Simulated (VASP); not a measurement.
Runs of VASP 6.6.1 on FCdCl. The cell holds a molecule in a box, 3 atoms: a = 10.000 Å, b = 14.000 Å, c = 10.000 Å, α = 90.00°, β = 90.00°, γ = 90.00°. 

| task | level | potentials or basis | cutoff (eV) | grid for exact exchange (PRECFOCK) | exchange at q = 0 | gap on the mesh (eV) | largest force (eV/Å) |
| --- | --- | --- | --- | --- | --- | --- | --- |
| single point | BEEF-vdW | VASP PAW PBE potentials, release 64 (F_h, Cd, Cl_h) | 900 | - | - | (a) | 0.94 |
| single point | PBE | VASP PAW PBE potentials, release 64 (F, Cd, Cl) | 520 | - | - | 4.54 | 0.66 |
| electron localisation function | PBE | VASP PAW PBE potentials, release 64 (F, Cd, Cl) | 520 | - | - | 4.54 | 0.66 |
| atomic charges | PBE+TS | VASP PAW PBE potentials, release 64 (F, Cd, Cl) | 520 | - | - | 4.54 | 0.65 |
| single point | B3LYP+D3(BJ) | VASP PAW PBE potentials, release 64 (F_s, Cd, Cl) | 400 | Normal | default | 6.24 | 0.73 |
| single point | r2SCAN0 | VASP PAW PBE potentials, release 64 (F_s, Cd, Cl) | 400 | Fast | truncated | (b) | 0.28 |
| single point | r2SCAN0+D4 | VASP PAW PBE potentials, release 64 (F, Cd, Cl) | 520 | Fast | default | 7.23 | 0.19 |

Alike in all rows: no spin polarisation; cell as given; k mesh 1 × 1 × 1; smearing gaussian 0.01 eV.

Problem. Estimate the missing entries.

Solution. (a) 4.46; (b) 7.21.

Caveats: the PAW data sets were made with another functional, which shifts forces and pressure a little (some runs).

A k mesh can miss the band edges, and the runs leave out spin-orbit coupling on Cd.

Not every run made on this cell is shown here.
